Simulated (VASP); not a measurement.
An input for Ansatz (written as the equivalent of a VASP run, and not itself run):

Ansatz 0.2 input:
```yaml
crystal:
  lattice:
    - [1.9346620, -5.1124130, 0.0000000]
    - [1.9346620, 5.1124130, 0.0000000]
    - [0.0000000, 0.0000000, 3.8126780]
  atoms:
    - { symbol: P, position: [0.5640000, 0.4360000, 0.2500000] }
    - { symbol: P, position: [0.4360000, 0.5640000, 0.7500000] }
    - { symbol: Ir, position: [0.8547500, 0.1452500, 0.2500000] }
    - { symbol: Ir, position: [0.1452500, 0.8547500, 0.7500000] }
kpoints:
  mp_grid: { grid: [6, 6, 6] }
hamiltonian:
  xc: pbe
  pseudopotentials: { kind: paw }
magnetization: { noncollinear: true, spin_orbit: true }
scf:
  occupations: { method: fermi_dirac, width: 0.1 }
  max_iter: 100
output: { forces: true, stress: true, eigenvalues: true }
```

Q: Translate this input to VASP (INCAR, KPOINTS, POSCAR, choice of POTCAR).

A: This is not unique; one that fits is 
INCAR:
```
SYSTEM = PIr
PREC = Accurate
ENCUT = 300
EDIFF = 1E-6
NELM = 100
ALGO = Normal
LREAL = .FALSE.
LASPH = .TRUE.
ISMEAR = -1
SIGMA = 0.1
GGA = PE
LMAXMIX = 6
LWAVE = .FALSE.
LCHARG = .FALSE.
ISIF = 2
LSORBIT = .TRUE.
LNONCOLLINEAR = .TRUE.
MAGMOM = 0.0 0.0 0.0 0.0 0.0 0.0 0.0 0.0 0.0 0.0 0.0 0.0
GGA_COMPAT = .FALSE.
LORBIT = 11
```

**KPOINTS**
```
Automatic mesh
0
Gamma
6 6 6
0 0 0
```

**POSCAR**
```
PIr
1
    1.9346620000    -5.1124130000     0.0000000000
    1.9346620000     5.1124130000     0.0000000000
    0.0000000000     0.0000000000     3.8126780000
P Ir
2 2
Direct
  0.5640000000   0.4360000000   0.2500000000
  0.4360000000   0.5640000000   0.7500000000
  0.8547500000   0.1452500000   0.2500000000
  0.1452500000   0.8547500000   0.7500000000
```

POTCAR, in this order: P Ir (PBE.64 set). Program: vasp_ncl.

What does not carry over: each code has its own PAW files, so the cut-off isn't converted (ENCUT is set for VASP's; basis.ecutwfc is left out, and Ansatz then takes the one that its files recommend); Ansatz stops its SCF on the density residual and VASP on the energy change (EDIFF).

The structure was generated: PIr was put into an ordered model structure, which need not be its known phase. The cell was not relaxed at this level. The run is one of a series of settings (GGA_COMPAT = .FALSE., LNONCOLLINEAR = .TRUE., LSORBIT = .TRUE., MAGMOM = 0.0 0.0 0.0 0.0 0.0 0.0 0.0 0.0 0.0 0.0 0.0 0.0, program vasp_ncl against the base run), some of them coarse on purpose.
